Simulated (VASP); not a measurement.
All values below come from LDA (Ceperley-Alder, Perdew-Zunger), VASP's LDA PAW potentials (set 64) (plane waves; VASP).

The input files of a VASP run:

### INCAR
```
SYSTEM = CsPbBr3
PREC = Accurate
ENCUT = 500
EDIFF = 1E-6
NELM = 100
ALGO = Normal
LREAL = .FALSE.
LASPH = .TRUE.
ISMEAR = 1
SIGMA = 0.1
LMAXMIX = 4
LWAVE = .FALSE.
LCHARG = .FALSE.
IBRION = 2
ISIF = 3
NSW = 40
EDIFFG = -0.02
PSTRESS = 200
```

POSCAR:
```
CsPbBr3
1.0
  5.3482761372   0.0000000000   0.0000000000
  0.0000000000   5.3482761372   0.0000000000
  0.0000000000   0.0000000000   5.3482761372
Cs Pb Br
1 1 3
Direct
  0.0000000000   0.0000000000   0.0000000000
  0.5000000000   0.5000000000   0.5000000000
  0.5000000000   0.0000000000   0.5000000000
  0.0000000000   0.5000000000   0.5000000000
  0.5000000000   0.5000000000   0.0000000000
```

KPOINTS:
```
Automatic mesh
0
Gamma
6 6 6
0 0 0
```

POTCAR, in this order: Cs_sv Pb_d Br (LDA.64 set). Program: vasp_std.

The run wrote:

File OUTCAR:
```
 ion  position               nearest neighbor table
   1  0.000  0.000  0.000-
   2  0.500  0.500  0.500-   3 2.67   4 2.67   5 2.67   5 2.67   3 2.67   4 2.67
   3  0.500  0.000  0.500-   2 2.67   2 2.67
   4  0.000  0.500  0.500-   2 2.67   2 2.67
   5  0.500  0.500  0.000-   2 2.67   2 2.67
  LATTYP: Found a simple cubic cell.
 ALAT       =     5.3482761372
 Subroutine PRICEL returns:
 Original cell was already a primitive cell.
 Subroutine GETGRP returns: Found 48 space group operations
The static configuration has the point symmetry O_h .
The dynamic configuration has the point symmetry O_h .
 Subroutine INISYM returns: Found 48 space group operations
 Subroutine IBZKPT returns following result:
 Found     20 irreducible k-points:

 Following reciprocal coordinates:
            Coordinates               Weight
  0.000000  0.000000  0.000000      1.000000
  0.166667  0.000000  0.000000      6.000000
  0.333333  0.000000  0.000000      6.000000
  0.500000  0.000000  0.000000      3.000000
  0.166667  0.166667  0.000000     12.000000
  0.333333  0.166667  0.000000     24.000000
  0.500000  0.166667  0.000000     12.000000
  0.333333  0.333333  0.000000     12.000000
  0.500000  0.333333  0.000000     12.000000
  0.500000  0.500000  0.000000      3.000000
  0.166667  0.166667  0.166667      8.000000
  0.333333  0.166667  0.166667     24.000000
  0.500000  0.166667  0.166667     12.000000
  0.333333  0.333333  0.166667     24.000000
  0.500000  0.333333  0.166667     24.000000
  0.500000  0.500000  0.166667      6.000000
  0.333333  0.333333  0.333333      8.000000
  0.500000  0.333333  0.333333     12.000000
  0.500000  0.500000  0.333333      6.000000
  0.500000  0.500000  0.500000      1.000000
   k-points           NKPTS =     20   k-points in BZ     NKDIM =     20   number of bands    NBANDS=     26
   number of dos      NEDOS =    301   number of ions     NIONS =      5
   total plane-waves  NPLWV =  64000
   dimension x,y,z NGX =    40 NGY =   40 NGZ =   40
   dimension x,y,z NGXF=    80 NGYF=   80 NGZF=   80
   ions per type =               1   1   3
   PREC   = accura    normal or accurate (medium, high low for compatibility)
   ISTART =      0    job   : 0-new  1-cont  2-samecut
   ICHARG =      2    charge: 1-file 2-atom 10-const
   ISPIN  =      1    spin polarized calculation?
   LNONCOLLINEAR =      F non collinear calculations
   LSORBIT =      F    spin-orbit coupling
   INIWAV =      1    electr: 0-lowe 1-rand  2-diag
   ENCUT  =  500.0 eV  36.75 Ry    6.06 a.u.   9.75  9.75  9.75*2*pi/ulx,y,z
   NELM   =    100;   NELMIN=  2; NELMDL= -5     # of ELM steps
   EDIFF  = 0.1E-05   stopping-criterion for ELM
   LREAL  =      F    real-space projection
   NLSPLINE    = F    spline interpolate recip. space projectors
   LMAXMIX     =    4 max onsite mixed and CHGCAR
   VOSKOWN=      0    Vosko Wilk Nusair interpolation
   EDIFFG = -.2E-01   stopping-criterion for IOM
   NSW    =     40    number of steps for IOM
   NBLOCK =      1;   KBLOCK =     40    inner block; outer block
   IBRION =      2    ionic relax: 0-MD 1-quasi-New 2-CG
   NFREE  =      1    steps in history (QN), initial steepest desc. (CG)
   ISIF   =      3    stress and relaxation
   ISYM   =      2    0-nonsym 1-usesym 2-fastsym
   TEIN   =    0.0    initial temperature
   TEBEG  =    0.0;   TEEND  =   0.0 temperature during run
   SMASS  =  -3.00    Nose mass-parameter (am)
   PSTRESS=  200.0 pullay stress
   NELECT =      44.0000    total number of electrons
   EFERMI =   0.00;   METHOD = LEGACY
   ISMEAR =     1;   SIGMA  =   0.10  broadening in eV -4-tet -1-fermi 0-gaus
   IALGO  =     38    algorithm
   LDIAG  =      T    sub-space diagonalisation (order eigenvalues)
...
```

### OSZICAR
```
       N       E                     dE             d eps       ncg     rms          rms(c)
DAV:   1     0.416822609880E+03    0.41682E+03   -0.19449E+04  1040   0.154E+03
DAV:   2     0.277758447280E+02   -0.38905E+03   -0.37913E+03  1268   0.355E+02
DAV:   3    -0.155682394528E+02   -0.43344E+02   -0.43031E+02  1256   0.127E+02
DAV:   4    -0.171030599688E+02   -0.15348E+01   -0.15317E+01  1328   0.288E+01
DAV:   5    -0.171485216227E+02   -0.45462E-01   -0.45419E-01  1370   0.443E+00    0.858E+00
DAV:   6    -0.168795607209E+02    0.26896E+00   -0.52553E-01  1498   0.749E+00    0.526E+00
DAV:   7    -0.168487340491E+02    0.30827E-01   -0.40024E-01  1548   0.444E+00    0.787E-01
DAV:   8    -0.168431292280E+02    0.56048E-02   -0.70850E-02  1610   0.258E+00    0.218E-01
DAV:   9    -0.168429215421E+02    0.20769E-03   -0.49564E-03  1536   0.732E-01    0.104E-01
DAV:  10    -0.168428847721E+02    0.36770E-04   -0.37875E-04  1624   0.164E-01    0.226E-02
DAV:  11    -0.168428917503E+02   -0.69782E-05   -0.11589E-04  1610   0.886E-02    0.240E-02
DAV:  12    -0.168428883261E+02    0.34242E-05   -0.14161E-05  1556   0.255E-02    0.633E-03
DAV:  13    -0.168428876915E+02    0.63453E-06   -0.28569E-06  1022   0.189E-02
   1 F= 0.22539246E+01 E0= 0.22540353E+01  d E =0.225392E+01
       N       E                     dE             d eps       ncg     rms          rms(c)
DAV:   1    -0.392501068344E+02   -0.22407E+02   -0.66592E+02  1434   0.274E+02    0.407E+01
DAV:   2    -0.148927535678E+02    0.24357E+02   -0.59401E+01  1258   0.191E+02    0.106E+01
DAV:   3    -0.113626194308E+02    0.35301E+01   -0.14863E+01  1540   0.425E+01    0.574E+00
DAV:   4    -0.112103809823E+02    0.15224E+00   -0.94091E-01  1226   0.615E+00    0.169E+00
DAV:   5    -0.112123578873E+02   -0.19769E-02   -0.56479E-02  1480   0.289E+00    0.964E-01
DAV:   6    -0.112158205389E+02   -0.34627E-02   -0.95290E-03  1588   0.177E+00    0.125E-01
DAV:   7    -0.112159123939E+02   -0.91855E-04   -0.17448E-03  1640   0.468E-01    0.617E-02
DAV:   8    -0.112159026505E+02    0.97434E-05   -0.10142E-04  1578   0.115E-01    0.258E-02
DAV:   9    -0.112159024183E+02    0.23215E-06   -0.86609E-06  1534   0.407E-02
   2 F= 0.30749637E+01 E0= 0.30752244E+01  d E =0.821039E+00
       N       E                     dE             d eps       ncg     rms          rms(c)
DAV:   1    -0.241481308565E+02   -0.12932E+02   -0.28427E+02  1286   0.275E+02    0.172E+01
DAV:   2    -0.171489057273E+02    0.69992E+01   -0.19050E+01  1310   0.516E+01    0.619E+00
DAV:   3    -0.154148380066E+02    0.17341E+01   -0.67033E+00  1472   0.310E+01    0.276E+00
DAV:   4    -0.154092343490E+02    0.56037E-02   -0.22938E-01  1436   0.329E+00    0.302E+00
DAV:   5    -0.153929334089E+02    0.16301E-01   -0.25179E-02  1328   0.261E+00    0.612E-01
DAV:   6    -0.153897208195E+02    0.32126E-02   -0.16141E-02  1448   0.145E+00    0.356E-01
DAV:   7    -0.153896691909E+02    0.51629E-04   -0.60304E-04  1574   0.293E-01    0.398E-02
DAV:   8    -0.153896635151E+02    0.56758E-05   -0.69146E-05  1628   0.124E-01    0.134E-02
DAV:   9    -0.153896613201E+02    0.21950E-05   -0.14679E-05  1514   0.532E-02    0.642E-03
DAV:  10    -0.153896615178E+02   -0.19763E-06   -0.20653E-06  1018   0.831E-03
   3 F= 0.16734683E+01 E0= 0.16735190E+01  d E =-.580456E+00
       N       E                     dE             d eps       ncg     rms          rms(c)
DAV:   1    -0.153145926363E+02    0.75069E-01   -0.21182E-01  1366   0.633E+00    0.498E-01
DAV:   2    -0.153084172651E+02    0.61754E-02   -0.13374E-02  1404   0.182E+00    0.173E-01
DAV:   3    -0.153071262068E+02    0.12911E-02   -0.48757E-03  1458   0.978E-01    0.602E-02
DAV:   4    -0.153071195206E+02    0.66863E-05   -0.16111E-04  1382   0.890E-02    0.563E-02
DAV:   5    -0.153071113318E+02    0.81888E-05   -0.18861E-05  1238   0.422E-02    0.645E-03
DAV:   6    -0.153071113227E+02    0.90522E-08   -0.26185E-06  1084   0.128E-02
   4 F= 0.16720790E+01 E0= 0.16720905E+01  d E =-.581846E+00
```

**OUTCAR**
```
------------------------ aborting loop because EDIFF is reached ----------------------------------------
  FORCE on cell =-STRESS in cart. coord.  units (eV):
  Direction    XX          YY          ZZ          XY          YZ          ZX
  --------------------------------------------------------------------------------------
  Total       16.9114167     16.9114167     16.9114167      0.0000000      0.0000000      0.0000000
  in kB      199.2016861    199.2016861    199.2016861      0.0000000      0.0000000      0.0000000
  external PRESSURE =      -0.7983139 kB  Pullay stress =     200.0000000 kB
  volume of cell :      136.02
      direct lattice vectors                 reciprocal lattice vectors
     5.142794697  0.000000000 -0.000000000     0.194446805 -0.000000000  0.000000000
     0.000000000  5.142794697 -0.000000000    -0.000000000  0.194446805 -0.000000000
    -0.000000000  0.000000000  5.142794697     0.000000000  0.000000000  0.194446805
 POSITION                                       TOTAL-FORCE (eV/Angst)
 -----------------------------------------------------------------------------------
      0.00000      0.00000      0.00000        -0.000000      0.000000      0.000000
      2.57140      2.57140      2.57140         0.000000      0.000000      0.000000
      2.57140      0.00000      2.57140        -0.000000      0.000000      0.000000
     -0.00000      2.57140      2.57140        -0.000000      0.000000      0.000000
      2.57140      2.57140     -0.00000        -0.000000      0.000000      0.000000
 -----------------------------------------------------------------------------------
    total drift:                               -0.000000      0.000000     -0.000000
  FREE ENERGIE OF THE ION-ELECTRON SYSTEM (eV)
  ---------------------------------------------------
  free  energy   TOTEN  =       -15.3071113227 eV

  energy  without entropy=      -15.3070765967  energy(sigma->0) =      -15.30709975
  enthalpy is  TOTEN    =         1.6720789666 eV   P V=       16.9791902893

 reached required accuracy - stopping structural energy minimisation
```
(Selected blocks of OUTCAR.)

CONTCAR:
```
CsPbBr3
   1.00000000000000
     5.1427946973642094    0.0000000000000000   -0.0000000000000000
     0.0000000000000000    5.1427946973642094   -0.0000000000000000
    -0.0000000000000000    0.0000000000000000    5.1427946973642094
  Cs              Pb              Br
     1     1     3
Direct
     0.0000000000000000    0.0000000000000000    0.0000000000000000
     0.5000000000000000    0.5000000000000000    0.5000000000000000
     0.5000000000000000    0.0000000000000000    0.5000000000000000
     0.0000000000000000    0.5000000000000000    0.5000000000000000
     0.5000000000000000    0.5000000000000000    0.0000000000000000
```

Energy and stress use the plane-wave basis of the starting cell.

The compound is CsPbBr3 in the cubic perovskite structure, the ideal cubic form; the compound distorts at low or room temperature. This run relaxes it under an external pressure of 20 GPa. Symmetry was kept, so distortions that lower it aren't found.
